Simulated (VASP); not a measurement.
A convergence study with VASP on HfO₂ (space group no. 225 when undisturbed): one setting is varied, all else stays as given below, so the limit is that of these other settings. One atom is moved off its site, so that forces are finite.

```
HfO2
1.0
    0.00000     2.53238     2.53238
    2.53238     0.00000     2.53238
    2.53238     2.53238     0.00000
Hf O
1 2
Direct
  0.00987   0.00987   0.99013
  0.25000   0.25000   0.25000
  0.75000   0.75000   0.75000
```

Method: PBE GGA, VASP's PBE PAW potentials (set 64) (plane waves; VASP). The tightest run used: 400 eV cut-off, 15×15×15 Γ-centred mesh, Fermi-Dirac smearing of 0.020 eV, potentials Hf_pv O.

Unless said otherwise, spin-orbit coupling is left out, though it shifts the bands of the heavy elements here. Gaps are read on the run's mesh, which can miss a band edge.

### Question
The settings run are 2×2×2 mesh; 3×3×3 mesh; 4×4×4 mesh; 5×5×5 mesh; 6×6×6 mesh; 7×7×7 mesh; 9×9×9 mesh; 10×10×10 mesh; 11×11×11 mesh; 12×12×12 mesh; 13×13×13 mesh; 15×15×15 mesh. From which on does the stress (every component) stay within 0.2 GPa of the tightest run?

### Answer
From 4×4×4 mesh on: it is off by 0.16 there and by no more than 0.2 in any finer run, while 3×3×3 mesh is off by 0.26.
| setting | E (eV/atom) | pressure (GPa) | largest force (eV/Å) | gap on the mesh (eV) | irreducible k-points | difference judged (GPa) |
|---|---|---|---|---|---|---|
| 2×2×2 mesh | -9.9191 | -0.80 | 0.060 | 3.627 | 4 | 3.93 |
| 3×3×3 mesh | -10.0917 | -4.46 | 0.244 | 4.512 | 6 | 0.26 |
| 4×4×4 mesh | -10.0936 | -4.55 | 0.264 | 3.819 | 13 | 0.16 |
| 5×5×5 mesh | -10.0928 | -4.65 | 0.266 | 4.088 | 18 | 0.06 |
| 6×6×6 mesh | -10.0911 | -4.82 | 0.266 | 3.820 | 30 | 0.11 |
| 7×7×7 mesh | -10.0923 | -4.70 | 0.266 | 3.982 | 40 | 0.01 |
| 9×9×9 mesh | -10.0921 | -4.72 | 0.266 | 3.928 | 75 | 0.01 |
| 10×10×10 mesh | -10.0922 | -4.71 | 0.266 | 3.820 | 102 | 0.00 |
| 11×11×11 mesh | -10.0920 | -4.73 | 0.266 | 3.891 | 126 | 0.02 |
| 12×12×12 mesh | -10.0921 | -4.72 | 0.266 | 3.820 | 163 | 0.01 |
| 13×13×13 mesh | -10.0920 | -4.73 | 0.266 | 3.870 | 196 | 0.02 |
| 15×15×15 mesh | -10.0922 | -4.71 | 0.266 | 3.857 | 288 | 0.00 |

Left out are rungs that failed or repeat a setting and relaxations that didn't move; long series are thinned to 24 rows.

The structure is a typed HfO2 crystal (space group no. 225). The cell was not relaxed at this level, it is distorted from the ideal structure.
